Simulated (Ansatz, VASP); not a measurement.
**Cross-check of MnTeS between VASP and Ansatz**

Wanted: the spread between two codes on one cell, functional and k mesh. The cell is invented: As first built, before any earlier steps moved the atoms (in the runner's words): it takes the TiTeS structure with some of its atoms replaced by other elements, volume scaled by an estimate. It may not be a known or stable phase. The cell is taken from a series of VASP runs on this material, whose earlier steps may have relaxed, scaled or displaced it; both programs get it as it stands. Other levels of theory on this material are compared in a session of their own. Valence electrons are named where the data sets of a main pair hold unlike numbers.

Program: Ansatz 0.2.0. Level of theory: plane waves, with VASP 6.6.1 beside it; single point at LDA, DFT+U. Results are calculated unless marked as measured.

## Step 1: Starting point

The structure is trigonal, space group P3m1 (No. 156). The conventional cell has a = 3.698 Å, b = 3.698 Å, c = 5.347 Å, α = 90.00°, β = 90.00°, γ = 120.00°. Nearest to Te lie 3 Mn at 2.80 Å. Mn has 3 S at 2.43 Å and 3 Te at 2.80 Å nearest. S has 3 Mn at 2.43 Å nearest. As first built, before any earlier steps moved the atoms (in the runner's words): sites of the TiTeS structure (space group 156) filled with other elements, volume scaled by an estimate. Farther neighbours and most contacts between anions are not listed.

As a file:

```
Te Mn S
1.0
     3.69767    0.00000    0.00000
    -1.84883    3.20227    0.00000
     0.00000    0.00000    5.34720
Te Mn S
1 1 1
Direct
  0.00000 0.00000 0.70137
  0.33333 0.66667 0.04003
  0.66667 0.33333 0.25860
```

## Step 2: VASP: single point, LDA, DFT+U

A single point gives forces, pressure and levels at one fixed geometry, so differences don't come from the geometry; what else differs is listed under the comparison.

Lines of VASP's logs that name or quote its potential files are left out, and so is its time.

INCAR

```
SYSTEM = MnTeS
PREC = Accurate
ENCUT = 400
EDIFF = 1E-06
NELM = 100
ISMEAR = 0
SIGMA = 0.05
LREAL = .FALSE.
ALGO = Normal
GGA = CA
ISPIN = 2
MAGMOM = 0 4 0
LDAU = .TRUE.
LDAUTYPE = 2
LDAUL = -1 2 -1
LDAUU = 0 6.2 0
LDAUJ = 0 0 0
LDAUPRINT = 1
LASPH = .TRUE.
LMAXMIX = 4
LORBIT = 11
LWAVE = .FALSE.
LCHARG = .TRUE.
ISIF = 2
LELF = .TRUE.
LVHAR = .TRUE.
```

POSCAR

```
MnTeS
1.0
    3.6976677078      0.0000000101      0.0000000000
   -1.8488333341      3.2022737419      0.0000000000
    0.0000000000      0.0000000000      5.3471996213
Te Mn S
1 1 1
Direct
    0.0000000000      0.0000000000      0.7013717604
    0.3333333300      0.6666666700      0.0400267310
    0.6666666700      0.3333333300      0.2586005086
```

KPOINTS

```
Automatic mesh
0
Gamma
6 6 4
0 0 0
```

PAW data sets: Te, Mn_pv and S (LDA family, release 64).

On the command line:

```sh
mpirun -np 1 vasp_std
```

Numbers of over 12 decimals in the logs are rounded to 6 here.

The log of the run:

```text
[banner, memory and clock lines left out]
running    1 mpi-ranks, on    1 nodes
 distrk:  each k-point on    1 cores,    1 groups
 distr:  one band on    1 cores,    1 groups

 POSCAR found type information on POSCAR TeMnS
 POSCAR found :  3 types and       3 ions
 LDA part: xc-table for (Slater(with rela. corr.)+CA(PZ))
 , standard interpolation
 POSCAR, INCAR and KPOINTS ok, starting setup
 FFT: planning ... GRIDC
 FFT: planning ... GRID_SOFT
 FFT: planning ... GRID
 WAVECAR not read
 entering main loop
       N       E                     dE             d eps       ncg     rms          rms(c)
DAV:   1     0.144920049264E+03    0.14492E+03   -0.11829E+04  1960   0.110E+03
DAV:   2    -0.587139209797E+01   -0.15079E+03   -0.14705E+03  1842   0.280E+02
DAV:   3    -0.154194223687E+02   -0.95480E+01   -0.91915E+01  1968   0.720E+01
DAV:   4    -0.156220537523E+02   -0.20263E+00   -0.20212E+00  1974   0.108E+01
DAV:   5    -0.156258697767E+02   -0.38160E-02   -0.38156E-02  2058   0.162E+00    0.148E+01
DAV:   6    -0.171569784837E+02   -0.15311E+01   -0.57418E+01  1886   0.681E+01    0.231E+01
DAV:   7    -0.156071641647E+02    0.15498E+01   -0.12438E+01  1926   0.357E+01    0.833E+00
DAV:   8    -0.158567626964E+02   -0.24960E+00   -0.16186E+00  2238   0.941E+00    0.517E+00
DAV:   9    -0.157788212404E+02    0.77941E-01   -0.60476E-01  2330   0.717E+00    0.293E+00
DAV:  10    -0.158623080332E+02   -0.83487E-01   -0.10613E-01  2118   0.356E+00    0.146E+00
DAV:  11    -0.158746247014E+02   -0.12317E-01   -0.35989E-02  2260   0.138E+00    0.577E-01
DAV:  12    -0.158754433761E+02   -0.81867E-03   -0.43770E-03  2078   0.516E-01    0.195E-01
DAV:  13    -0.158754700812E+02   -0.26705E-04   -0.55394E-04  2058   0.204E-01    0.105E-01
DAV:  14    -0.158754961175E+02   -0.26036E-04   -0.12016E-04  2138   0.911E-02    0.342E-02
DAV:  15    -0.158754948179E+02    0.12996E-05   -0.10919E-05  2018   0.283E-02    0.201E-02
DAV:  16    -0.158754967235E+02   -0.19056E-05   -0.91965E-06  1528   0.272E-02    0.830E-03
DAV:  17    -0.158754967944E+02   -0.70887E-07   -0.15936E-06  1266   0.869E-03
   1 F= -.15875497E+02 E0= -.15874851E+02  d E =-.129073E-02  mag=     3.5605
```

From OUTCAR (step 2):

```text
ion  position               nearest neighbor table
   1  0.000  0.000  0.701-   2 2.80   2 2.80   2 2.80   3 3.19   3 3.19   3 3.19
   2  0.333  0.667  0.040-   3 2.43   3 2.43   3 2.43   1 2.80   1 2.80   1 2.80
   3  0.667  0.333  0.259-   2 2.43   2 2.43   2 2.43   1 3.19   1 3.19   1 3.19

  LATTYP: Found a hexagonal cell.
 ALAT       =     3.6976677078
 C/A-ratio  =     1.4461006353

 Subroutine GETGRP returns: Found  6 space group operations
 (whereof  6 operations were pure point group operations)

The static configuration has the point symmetry C_3v.

 Found     24 irreducible k-points:

   k-points           NKPTS =     24   k-points in BZ     NKDIM =     24   number of bands    NBANDS=     18

   dimension x,y,z NGX =    24 NGY =   24 NGZ =   36
   dimension x,y,z NGXF=    48 NGYF=   48 NGZF=   72

   ENCUT  =  400.0 eV  29.40 Ry    5.42 a.u.   6.03  6.03  8.72*2*pi/ulx,y,z

   NELECT =      25.0000    total number of electrons

 k-points in reciprocal lattice and weights: Automatic mesh
   0.00000000  0.00000000  0.00000000       0.007
   0.16666667  0.00000000  0.00000000       0.042
   0.33333333  0.00000000  0.00000000       0.042
   0.50000000  0.00000000  0.00000000       0.021
   0.16666667  0.16666667  0.00000000       0.042
   0.33333333  0.16666667  0.00000000       0.083
   0.33333333  0.33333333  0.00000000       0.014
   0.00000000  0.00000000  0.25000000       0.014
   0.16666667  0.00000000  0.25000000       0.042
[...]
0.33333333  0.16666667  0.50000000       0.083
   0.33333333  0.33333333  0.50000000       0.014

atom =   2  type =  2  l = 2

 onsite density matrix

spin component  1

  0.9221 -0.0000 -0.0000  0.0186  0.0000
 -0.0000  0.9031 -0.0000  0.0000  0.0186
 -0.0000 -0.0000  0.9304 -0.0000 -0.0000
  0.0186  0.0000 -0.0000  0.9031  0.0000
  0.0000  0.0186 -0.0000  0.0000  0.9221

spin component  2

  0.0672  0.0000 -0.0000 -0.0541  0.0000
  0.0000  0.1005  0.0000  0.0000 -0.0541
 -0.0000  0.0000  0.0287  0.0000 -0.0000
 -0.0541  0.0000  0.0000  0.1005 -0.0000
  0.0000 -0.0541 -0.0000 -0.0000  0.0672

 occupancies and eigenvectors

  o =  0.0273  v =  0.0000  0.0000  0.0000  0.0000  0.0000  0.3485 -0.5355 -0.0000  0.2574 -0.7250      0.0000  0.0000  0.0000  0.0000  0.0000  0.0000  0.0000  0.0000  0.0000  0.0000
  o =  0.0273  v =  0.0000  0.0000  0.0000  0.0000  0.0000 -0.7250 -0.2574 -0.0000 -0.5355 -0.3485      0.0000  0.0000  0.0000  0.0000  0.0000  0.0000  0.0000  0.0000  0.0000  0.0000
  o =  0.0287  v =  0.0000  0.0000  0.0000  0.0000  0.0000  0.0000  0.0000 -1.0000  0.0000  0.0000      0.0000  0.0000  0.0000  0.0000  0.0000  0.0000  0.0000  0.0000  0.0000  0.0000
  o =  0.1404  v =  0.0000  0.0000  0.0000  0.0000  0.0000  0.2574  0.7250  0.0000 -0.3485 -0.5355      0.0000  0.0000  0.0000  0.0000  0.0000  0.0000  0.0000  0.0000  0.0000  0.0000
  o =  0.1404  v =  0.0000  0.0000  0.0000  0.0000  0.0000 -0.5355  0.3485  0.0000  0.7250 -0.2574      0.0000  0.0000  0.0000  0.0000  0.0000  0.0000  0.0000  0.0000  0.0000  0.0000
  o =  0.8917  v = -0.2260 -0.7689  0.0000  0.3696  0.4702  0.0000  0.0000  0.0000  0.0000  0.0000      0.0000  0.0000  0.0000  0.0000  0.0000  0.0000  0.0000  0.0000  0.0000  0.0000
  o =  0.8917  v = -0.4702  0.3696 -0.0000  0.7689 -0.2260  0.0000  0.0000  0.0000  0.0000  0.0000      0.0000  0.0000  0.0000  0.0000  0.0000  0.0000  0.0000  0.0000  0.0000  0.0000
  o =  0.9304  v = -0.0000 -0.0000 -1.0000 -0.0000 -0.0000  0.0000  0.0000  0.0000  0.0000  0.0000      0.0000  0.0000  0.0000  0.0000  0.0000  0.0000  0.0000  0.0000  0.0000  0.0000
  o =  0.9335  v =  0.3696 -0.4702  0.0000  0.2261 -0.7689  0.0000  0.0000  0.0000  0.0000  0.0000      0.0000  0.0000  0.0000  0.0000  0.0000  0.0000  0.0000  0.0000  0.0000  0.0000
  o =  0.9335  v =  0.7689  0.2261 -0.0001  0.4702  0.3696  0.0000  0.0000  0.0000  0.0000  0.0000      0.0000  0.0000  0.0000  0.0000  0.0000  0.0000  0.0000  0.0000  0.0000  0.0000

 average (electrostatic) potential at core
       1 -88.6288       2 -68.8957       3 -85.1170

 E-fermi :   6.4844

 spin component 1
 k-point     1 :       0.0000    0.0000    0.0000
  band No.  band energies     occupation
    ...
      9       1.4264      1.00000
     10       1.4264      1.00000
     11       2.3723      1.00000
     12       6.3327      0.99999
     13       6.3327      0.99999
     14       7.8292      0.00000
     15       7.8292      0.00000
     16       8.0517      0.00000
     17      10.4779      0.00000
     18      12.6536      0.00000

 k-point     2 :       0.1667    0.0000    0.0000
  band No.  band energies     occupation
    ...
     10       1.4425      1.00000
     11       2.4394      1.00000
     12       4.7402      1.00000
     13       5.6954      1.00000
     14       6.3965      0.99357
     15       7.9655      0.00000
     16       8.0554      0.00000
     17      11.5315      0.00000
     18      12.8860      0.00000

 k-point     3 :       0.3333    0.0000    0.0000
  band No.  band energies     occupation
    ...
     10       1.5551      1.00000
     11       2.6281      1.00000
     12       3.1370      1.00000
     13       4.5285      1.00000
     14       4.7418      1.00000
     15       6.9341      0.00000
     16       7.9468      0.00000
     17      11.1196      0.00000
     18      12.5488      0.00000

 k-point     4 :       0.5000    0.0000    0.0000
  band No.  band energies     occupation
    ...
     11       2.8535      1.00000
     12       3.2194      1.00000
     13       3.6007      1.00000
     14       4.3063      1.00000
     15       5.8755      1.00000
     16       7.8922      0.00000
     17      10.7972      0.00000
     18      12.0391      0.00000

 k-point     5 :       0.1667    0.1667    0.0000
  band No.  band energies     occupation
    ...
     10       1.5875      1.00000
     11       2.6360      1.00000
     12       3.6111      1.00000
     13       3.8804      1.00000
     14       6.2115      1.00000
     15       6.8982      0.00000
     16       7.5370      0.00000
     17      12.0204      0.00000
     18      12.7915      0.00000

 k-point     6 :       0.3333    0.1667    0.0000
  band No.  band energies     occupation
    ...
     11       2.4383      1.00000
     12       3.4135      1.00000
     13       3.5986      1.00000
     14       4.8305      1.00000
     15       6.0435      1.00000
     16       6.6663      0.00000
     17      10.8790      0.00000
     18      12.2918      0.00000

  Total       -0.0092601     -0.0092601     -0.0430315     -0.0000000      0.0000000     -0.0000000
  in kB       -0.2343219     -0.2343219     -1.0888897     -0.0000000      0.0000000     -0.0000000
  external PRESSURE =      -0.5191778 kB  Pullay stress =       0.0000000 kB

  energy-cutoff  :      400.00
  volume of cell :       63.32
      direct lattice vectors                 reciprocal lattice vectors
     3.697667708  0.000000010  0.000000000     0.270440742  0.156139012  0.000000000
    -1.848833334  3.202273742  0.000000000    -0.000000001  0.312278112  0.000000000
     0.000000000  0.000000000  5.347199621     0.000000000  0.000000000  0.187013777

 POSITION                                       TOTAL-FORCE (eV/Angst)
 -----------------------------------------------------------------------------------
      0.00000      0.00000      3.75037         0.000000     -0.000000     -0.007970
      0.00000      2.13485      0.21403        -0.000000      0.000000      0.005624
      1.84883      1.06742      1.38279        -0.000000     -0.000000      0.002346
 -----------------------------------------------------------------------------------
    total drift:                                0.000005     -0.000004     -0.000487

  FREE ENERGIE OF THE ION-ELECTRON SYSTEM (eV)
  ---------------------------------------------------
  free  energy   TOTEN  =       -15.8754967944 eV

  energy  without entropy=      -15.8742060690  energy(sigma->0) =      -15.87485143

 total charge
# of ion       s       p       d       tot
------------------------------------------
    1        1.425   1.870   0.044   3.339
    2        0.287   6.251   4.924  11.462
    3        1.355   2.335   0.000   3.690
--------------------------------------------------
tot          3.067  10.456   4.968  18.491

 magnetization (x)
# of ion       s       p       d       tot
------------------------------------------
    1       -0.004  -0.377  -0.001  -0.381
    2        0.033   0.027   4.208   4.268
    3       -0.001  -0.189   0.000  -0.190
--------------------------------------------------
tot          0.028  -0.538   4.207   3.697

[... 6 further parts left out ...]
```

The cell holds one magnetic atom, so no antiferromagnetic order fits into it. With spin, VASP writes an ELF for each channel. The k-mesh is coarse for a metal.

[end of part 1 of 2]

[Lines on the potential files, build, host, timing and source positions are cut from VASP's logs without a mark.]

[Logs are printed without paths, hosts, clocks, repeated set-up lines and the standing remarks that a program may print on its own settings, such as how far it seeks lower states.]

[Hosts, paths, dates, database ids (printed as entryN), source tags and the programs' standing remarks are cut or masked in the printed files.]
